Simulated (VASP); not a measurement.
```xyz
4
Lattice="1.6743 -2.8999 0.0000 1.6743 2.8999 0.0000 0.0000 0.0000 5.4680" Properties=species:S:1:pos:R:3 pbc="T T T"
Ga     1.6743    -0.9666     2.7359
Ga     1.6743     0.9666     0.0019
N      1.6743    -0.9666     4.7936
N      1.6743     0.9666     2.0596
```

The numbers are results of vdW-DF2, VASP's PBE PAW potentials (set 64) (plane waves; VASP), not measurements. Settings: 520 eV cut-off, 8×8×4 Γ-centred mesh, Gaussian smearing of 0.050 eV, potentials Ga_d N.

Problem. Give the stress tensor in GPa (positive for a compressed cell).

Solution. 
```
-7.53   0.00   0.00
 0.00  -7.53   0.00
 0.00   0.00  -7.43
```
The pressure is its mean diagonal, -7.50 GPa.

The compound is GaN in the wurtzite structure. This cell is one point of a volume scan, at 1.06 of the reference volume.
